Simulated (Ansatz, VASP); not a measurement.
# HfSi in two plane-wave programs

Aim: how closely do two programs agree when they are given the same cell, functional and k mesh? The cell is generated by rule, not measured, and may not be a known phase. The cell is taken from a series of runs on this material, whose earlier steps may have relaxed, scaled, displaced or heated it; both programs get it as it stands.

Main program and level: Ansatz 0.2.0; plane waves, with VASP 6.6.1 beside it; single point at PBEsol.

The structure was built from a prototype and need not be the compound's stable phase.

## (1) Starting point

It takes space group P6_3/mmc (No. 194, hexagonal). Conventional cell: a = 4.239 Å, b = 4.239 Å, c = 6.118 Å, α = 90.00°, β = 90.00°, γ = 120.00°. Nearest to Hf lie 3 Si at 2.45 Å. Si has 3 Hf at 2.45 Å nearest. Farther neighbours are not listed.

## (2) Ansatz: single point, PBEsol

Ansatz runs on norm-conserving files, of PseudoDojo where its log says so.

With cell and atoms fixed, the geometry can't cause a difference; cores, projectors, grids and the points listed under the comparison can.

The input, input.yaml:

```yaml
crystal:
  lattice:
    - [4.23867, 0.0, 0.0]
    - [-2.11934, 3.6708, 0.0]
    - [0.0, 0.0, 6.118]
  atoms:
    - { symbol: Hf, position: [0.333333, 0.666667, 0.25] }
    - { symbol: Hf, position: [0.666667, 0.333333, 0.75] }
    - { symbol: Si, position: [0.666667, 0.333333, 0.25] }
    - { symbol: Si, position: [0.333333, 0.666667, 0.75] }
kpoints:
  mp_grid: { grid: [6, 6, 4] }
hamiltonian:
  xc: pbesol
  pseudopotentials: { kind: nc }
scf:
  occupations: { method: gaussian, width: 0.1 }
output:
  forces: true
  stress: true
  eigenvalues: true
```

The run is started by

```console
$ ansatz run input.yaml --threads 4 --pin off --max-ram 7168MiB --backend cpu --events-out ev --progress --plain --runs-dir out
```

Numbers of over 12 decimals in the logs are rounded to 6 here.

Output:

```text
Warning: the atoms were moved onto the symmetric positions of the space group found under crystal.symmetry.tolerance 1.0e-5 (fractional; no operation is sought that the atoms, as they stand in a round, miss by more than twice it, and no atom is moved by as much as it), and the run uses the moved positions. Before a round's move an operation carried an atom to 4.24e-6 Å from where it should land, the largest such dist [...]
Engine: ansatz 0.2.0, aarch64-unknown-linux-gnu
Pseudopotentials: kind: nc
Pseudopotential: Hf, nc, valence charge 12, recommended cutoff 789.130201 eV (normal), Hf.nc.azcp (PseudoDojo's, or run here from an input of PseudoDojo's: the run reads no file of this project's for it)
Pseudopotential: Si, nc, valence charge 4, recommended cutoff 489.804952 eV (normal), Si.nc.azcp (PseudoDojo's, or run here from an input of PseudoDojo's: the run reads no file of this project's for it)
Functional definition: PBEsol
  exchange = pbesol_x
  correlation = pbesol_c
Crystal: 4 atoms, lattice volume = 95.192 Å³
Basis set: ecut = 789.130201 eV, 4781 PW (Γ), exchange–correlation on 80×80×120 points (8 copies of the dense FFT grid, shifted against one another)
Bands: 20, of which v1, the nominal top of the filled ones, is band 16 counted from 1 (15 counted from 0)
Symmetry: 24 space group operations
Space group: P63/mmc (ITA 194), of the structure as read, at distance tolerance 4.6e-5 Å
k-points: 21 of 144
Non-local potential: Hf, projectors of the file, l = 0: 2, l = 1: 2, l = 2: 2, l = 3: 2
Non-local potential: Si, projectors of the file, l = 0: 2, l = 1: 2, l = 2: 2
Initial density: superposition of atomic densities (chi_scale 0.1, normalization cell, long waves kept (reshape's long-wave potential 0.00 eV rms))
Initial wavefunctions: pseudopotential atomic-orbital guess
Functional: x = pbesol(κ = 0.804, μ = 0.123457), c = pbesol(β = 0.046)
SCF iter   1: F=—  HF=-3297.761868 eV  |F-HF|=—  |Δ(HF+E_count)|=         —  Δρ=4.33e-2  dr2=2.61e0  ethr=3.10e-3  ⟨swp⟩=6.7  Hψ=2288  notcnv=0
preconditioner: auto → Resta (q_TF=auto, 2.275 Å⁻¹)  ε∞=10.0  [insulator: Δε(μ)=0.111 eV  Ē_g=5.070 eV  σ=0.100 eV  W_gap=0.56  n_scr=22 (ndim 8)  ℏωp=15.2 eV  f_vac=0.000  D(μ)=1.32/eV (n_scr^D=2)  ε∞_Penn≈10.0]
SCF iter   2: F=—  HF=-3297.178423 eV  |F-HF|=—  |Δ(HF+E_count)|=   5.83e-1  Δρ=2.22e-2  dr2=6.13e-1  ethr=3.10e-3  ⟨swp⟩=3.0  Hψ=867  notcnv=0  defer=1
preconditioner: auto → Kerker (q_TF=auto, 2.275 Å⁻¹)  [metal: Δε(μ)=0.017 eV  Ē_g=4.848 eV  σ=0.100 eV  W_gap=0.10  n_scr=22 (ndim 8)  ℏωp=15.2 eV  f_vac=0.000  D(μ)=1.57/eV (n_scr^D=8)]
SCF iter   3: F=—  HF=-3297.038824 eV  |F-HF|=—  |Δ(HF+E_count)|=   1.40e-1  Δρ=3.82e-3  dr2=1.94e-2  ethr=1.91e-3  ⟨swp⟩=3.0  Hψ=744  notcnv=0  defer=1
SCF iter   4: F=—  HF=-3297.037295 eV  |F-HF|=—  |Δ(HF+E_count)|=   1.53e-3  Δρ=1.11e-3  dr2=2.59e-3  ethr=6.05e-5  ⟨swp⟩=3.2  Hψ=937  notcnv=0  defer=1
SCF iter   5: F=—  HF=-3297.036984 eV  |F-HF|=—  |Δ(HF+E_count)|=   3.11e-4  Δρ=5.85e-4  dr2=5.37e-4  ethr=8.09e-6  ⟨swp⟩=2.0  Hψ=589  notcnv=0  defer=1
SCF iter   6: F=—  HF=-3297.036876 eV  |F-HF|=—  |Δ(HF+E_count)|=   1.08e-4  Δρ=1.06e-4  dr2=1.51e-5  ethr=1.68e-6  ⟨swp⟩=2.0  Hψ=552  notcnv=0  defer=1
SCF iter   7: F=—  HF=-3297.036902 eV  |F-HF|=—  |Δ(HF+E_count)|=   2.53e-5  Δρ=2.08e-5  dr2=7.66e-7  ethr=4.71e-8  ⟨swp⟩=2.7  Hψ=791  notcnv=0  defer=1
SCF iter   8: F=-3297.036902 eV  HF=-3297.036902 eV  |F-HF|=3.23e-8  |Δ(HF+E_count)|=   2.66e-8  Δρ=5.51e-6  dr2=4.31e-8  ethr=3.13e-10  ⟨swp⟩=10.0  Hψ=2765  notcnv=0
SCF 1 converged in 8 iterations: F = -3297.036902 eV  dr2 = 4.31e-8
SCF converged after 8 iterations
Free energy (F): -3297.036902 eV
Harris-Foulkes:  -3297.036902 eV  (|F-HF|=3.23e-8)
Internal energy: -3297.030103 eV  (E = F + TS)
E sigma→0 (E₀):  -3297.033502 eV
Entropy (-TS):   -0.006798 eV (-1.700 meV/atom)
Fermi energy:    8.629554 eV
--- Per-component energies (eV) ---
  E_band       = -394.973295
  E_kinetic    = 871.453441
  E_local      = -2066.007624  (includes V_loc(G=0)·N_el)
  E_nonlocal   = 178.663165
  E_hartree    = 601.601410
  E_xc         = -852.803323
  E_vxc        = -582.292400  (∫ρ·V_xc dr)
  E_ewald      = -2029.937172
  E_smearing   = -0.006798  (= −TS)
  E_closure    = 0.000000  (closes the sum)
  Σ components = -3297.036902   (vs F -3297.036902, Δ=0.00e0)
--- Forces (eV/Å), atoms counted from 1 ---
  atom   1  Hf     0.00000000    -0.00000000     0.00000000
  atom   2  Hf     0.00000000     0.00000000     0.00000000
  atom   3  Si     0.00000000     0.00000000     0.00000000
  atom   4  Si    -0.00000000    -0.00000000     0.00000000
  max |Σ_I F_I| component: 1.83e-16 eV/Å
--- Stress (GPa, compression-positive) ---
       18.196420       0.000000       0.000000
        0.000000      18.196420       0.000000
        0.000000       0.000000     -24.281925
  P = ⅓ Tr σ = 4.0370 GPa (40.370 kbar)
--- Band table (eV; the first three rows and the last of 21) ---
  k-point 0: bands = [... 12 lower, 6.6371, 6.6934, 6.6934, 9.1147, 9.4207, 9.4207, 10.9914, 11.4667]
  k-point 1: bands = [... 12 lower, 6.5976, 6.6254, 6.6254, 7.8692, 9.8153, 9.8153, 11.3450, 11.3450]
  k-point 2: bands = [... 12 lower, 6.5622, 6.5622, 6.5622, 6.5622, 10.6872, 10.6872, 10.6872, 10.6872]
  k-point 20: bands = [... 12 lower, 6.8158, 6.8158, 7.4647, 7.4647, 9.1842, 9.1842, 10.5856, 10.5856]
```

The run ends at a pressure of 4.04 GPa.

## (3) VASP: single point, PBEsol

The same cell, functional, mesh and smearing now go to VASP, with its own data sets.

Lines of VASP's logs that name or quote its potential files are left out, and so is its time.

The input, INCAR:

```
SYSTEM = HfSi
PREC = Accurate
ENCUT = 500
EDIFF = 1E-06
NELM = 120
ISMEAR = 0
SIGMA = 0.1
LREAL = .FALSE.
ALGO = Normal
GGA = PS
NBANDS = 20
LASPH = .TRUE.
LORBIT = 11
LWAVE = .FALSE.
LCHARG = .FALSE.
ISIF = 2
GGA_COMPAT = .FALSE.
```

The input, POSCAR:

```
HfSi
1.0
    4.2386700000      0.0000000000      0.0000000000
   -2.1193400000      3.6708000000      0.0000000000
    0.0000000000      0.0000000000      6.1180000000
Hf Si
2 2
Direct
    0.3333343333      0.6666676667      0.2500000000
    0.6666676667      0.3333343333      0.7500000000
    0.6666676667      0.3333343333      0.2500000000
    0.3333343333      0.6666676667      0.7500000000
```

The input, KPOINTS:

```
Automatic mesh
0
Gamma
6 6 4
0 0 0
```

Potentials, in the order of the species: Hf_pv and Si (PBE family, release 64).

The run is started by

```console
$ mpirun -np 1 vasp_std
```

Output:

```text
[banner, memory and clock lines left out]
running    1 mpi-ranks, on    1 nodes
 distrk:  each k-point on    1 cores,    1 groups
 distr:  one band on    1 cores,    1 groups

 POSCAR found type information on POSCAR HfSi
 POSCAR found :  2 types and       4 ions
|                                                                             |
|               ----> ADVICE to this user running VASP <----                  |
|                                                                             |
|     You enforced a specific xc type in the INCAR file but a different       |
|     [... a line on the potential file left out ...]
|     I HOPE YOU KNOW WHAT YOU ARE DOING!                                     |
|                                                                             |

 LDA part: xc-table for (Slater+PW92), standard interpolation
 POSCAR, INCAR and KPOINTS ok, starting setup
 FFT: planning ... GRIDC
 FFT: planning ... GRID_SOFT
 FFT: planning ... GRID
 WAVECAR not read
 entering main loop
       N       E                     dE             d eps       ncg     rms          rms(c)
DAV:   1     0.863544181985E+02    0.86354E+02   -0.14166E+04   856   0.121E+03
DAV:   2    -0.279859498120E+02   -0.11434E+03   -0.10963E+03  1028   0.264E+02
DAV:   3    -0.332354775647E+02   -0.52495E+01   -0.51817E+01  1144   0.395E+01
DAV:   4    -0.333178341836E+02   -0.82357E-01   -0.82183E-01  1124   0.560E+00
DAV:   5    -0.333191643480E+02   -0.13302E-02   -0.13300E-02  1092   0.690E-01    0.640E+01
DAV:   6    -0.308931560325E+02    0.24260E+01   -0.75392E+00   964   0.106E+01    0.373E+01
DAV:   7    -0.308512974454E+02    0.41859E-01   -0.24858E+00  1056   0.662E+00    0.577E+00
DAV:   8    -0.307628306678E+02    0.88467E-01   -0.73588E-01   928   0.349E+00    0.133E+00
DAV:   9    -0.307606248165E+02    0.22059E-02   -0.25894E-02   992   0.854E-01    0.223E-01
DAV:  10    -0.307607312947E+02   -0.10648E-03   -0.14546E-03  1076   0.183E-01    0.273E-01
DAV:  11    -0.307606911244E+02    0.40170E-04   -0.18946E-04  1012   0.589E-02    0.277E-02
DAV:  12    -0.307606903040E+02    0.82042E-06   -0.12210E-05  1092   0.181E-02    0.152E-02
DAV:  13    -0.307606904524E+02   -0.14838E-06   -0.13460E-06   632   0.538E-03
   1 F= -.30760690E+02 E0= -.30757503E+02  d E =-.637570E-02
```

OUTCAR, selected parts (step 3):

```text
ion  position               nearest neighbor table
   1  0.333  0.667  0.250-   3 2.45   3 2.45   3 2.45   4 3.06   4 3.06
   2  0.667  0.333  0.750-   4 2.45   4 2.45   4 2.45   3 3.06   3 3.06
   3  0.667  0.333  0.250-   1 2.45   1 2.45   1 2.45   2 3.06   2 3.06
   4  0.333  0.667  0.750-   2 2.45   2 2.45   2 2.45   1 3.06   1 3.06

  LATTYP: Found a hexagonal cell.
 ALAT       =     4.2386700000
 C/A-ratio  =     1.4433772858

 Subroutine GETGRP returns: Found 24 space group operations
 (whereof 12 operations were pure point group operations)

The static configuration has the point symmetry D_3d.
 The point group associated with its full space group is D_6h.

 Found     21 irreducible k-points:

   k-points           NKPTS =     21   k-points in BZ     NKDIM =     21   number of bands    NBANDS=     20

   dimension x,y,z NGX =    32 NGY =   32 NGZ =   48
   dimension x,y,z NGXF=    64 NGYF=   64 NGZF=   96

   ENCUT  =  500.0 eV  36.75 Ry    6.06 a.u.   7.73  7.73 11.15*2*pi/ulx,y,z

   NELECT =      28.0000    total number of electrons

 k-points in reciprocal lattice and weights: Automatic mesh
   0.00000000  0.00000000  0.00000000       0.007
   0.16666667  0.00000000  0.00000000       0.042
   0.33333333  0.00000000  0.00000000       0.042
   0.50000000  0.00000000  0.00000000       0.021
   0.16666667  0.16666667  0.00000000       0.042
   0.33333333  0.16666667  0.00000000       0.083
   0.33333333  0.33333333  0.00000000       0.014
   0.00000000  0.00000000  0.25000000       0.014
   0.16666667  0.00000000  0.25000000       0.083
[...]
0.33333333  0.16666667  0.50000000       0.083
   0.33333333  0.33333333  0.50000000       0.014

 average (electrostatic) potential at core
       1 -38.3324       2 -38.3324       3 -83.9276       4 -83.9277

 E-fermi :   3.8960

 k-point     1 :       0.0000    0.0000    0.0000
  band No.  band energies     occupation
    ...
      9       1.0621      2.00000
     10       1.9179      2.00000
     11       1.9179      2.00000
     12       1.9719      2.00000
     13       1.9719      2.00000
     14       4.3771      0.00000
     15       4.6782      0.00000
     16       4.6782      0.00000
     17       6.2708      0.00000
     18       6.7232      0.00000
    ...

 k-point     2 :       0.1667    0.0000    0.0000
  band No.  band energies     occupation
    ...
     10       1.4863      2.00000
     11       1.7727      2.00000
     12       2.1136      2.00000
     13       2.3676      2.00000
     14       3.8128      1.76102
     15       4.4266      0.00000
     16       4.5714      0.00000
     17       6.6909      0.00000
     18       6.8498      0.00000
     19       6.8842      0.00000
    ...

 k-point     3 :       0.3333    0.0000    0.0000
  band No.  band energies     occupation
    ...
     10       1.3460      2.00000
     11       1.6876      2.00000
     12       2.6955      2.00000
     13       2.7185      2.00000
     14       3.3171      2.00000
     15       4.0380      0.04466
     16       4.9580      0.00000
     17       5.6942      0.00000
     18       6.5051      0.00000
     19       7.1713      0.00000
    ...

  Total       10.9181366     10.9181610    -14.5976230     -0.0000149      0.0000000     -0.0000000
  in kB      183.7635213    183.7639320   -245.6930793     -0.0002503      0.0000000     -0.0000000
  external PRESSURE =      40.6114580 kB  Pullay stress =       0.0000000 kB

  energy-cutoff  :      500.00
  volume of cell :       95.19
      direct lattice vectors                 reciprocal lattice vectors
     4.238670000  0.000000000  0.000000000     0.235923061  0.136210412  0.000000000
    -2.119340000  3.670800000  0.000000000     0.000000000  0.272420181  0.000000000
     0.000000000  0.000000000  6.118000000     0.000000000  0.000000000  0.163452109

 POSITION                                       TOTAL-FORCE (eV/Angst)
 -----------------------------------------------------------------------------------
     -0.00000      2.44720      1.52950        -0.000000     -0.000000      0.000000
      2.11934      1.22360      4.58850         0.000000      0.000000      0.000000
      2.11934      1.22360      1.52950        -0.000000      0.000000      0.000000
     -0.00000      2.44720      4.58850         0.000000     -0.000000      0.000000
 -----------------------------------------------------------------------------------
    total drift:                               -0.000720     -0.001248     -0.000000

  FREE ENERGIE OF THE ION-ELECTRON SYSTEM (eV)
  ---------------------------------------------------
  free  energy   TOTEN  =       -30.7606904524 eV

  energy  without entropy=      -30.7543147476  energy(sigma->0) =      -30.75750260

 total charge
# of ion       s       p       d       tot
------------------------------------------
    1        0.343   6.379   1.636   8.357
    2        0.343   6.379   1.636   8.357
    3        0.813   1.019   0.000   1.832
    4        0.813   1.019   0.000   1.832
--------------------------------------------------
tot          2.311  14.796   3.271  20.378

[... 3 further parts left out ...]
```

The k-mesh is coarse for a metal. Harder data sets than Hf_pv exist (the GW ones), and pressures, volumes and forces can shift noticeably with them.

## (4) Comparison

Known differences besides the potentials themselves: the data sets hold 32 valence electrons in Ansatz (on norm-conserving files, of PseudoDojo where its log says so) and 28 in VASP; the cutoff is 789.13 eV in Ansatz and 500 eV in VASP. Total energies have different zeros and are not compared.

The two programs side by side:

| quantity | Ansatz | VASP | difference |
| --- | --- | --- | --- |
| pressure (GPa) | 4.04 | 4.06 | -0.02 |

## (5) Outcome

```
difference in pressure (single point, PBEsol) : -0.024 GPa
```

In words: The difference in pressure is -0.024 GPa (single point, PBEsol), within the 1 GPa picked in this series as the mark of a large difference. The data sets hold unlike numbers of valence electrons (32 in Ansatz and 28 in VASP), so part of the differences comes from the potentials. How closely two codes agree says nothing of how well the functional describes the real material.

[Lines on the potential files, build, host, timing and source positions are cut from VASP's logs without a mark.]

[Logs are printed without paths, hosts, clocks, repeated set-up lines and the standing remarks that a program may print on its own settings, such as how far it seeks lower states.]

[Hosts, paths, dates, database ids (printed as entryN), source tags and the programs' standing remarks are cut or masked in the printed files.]
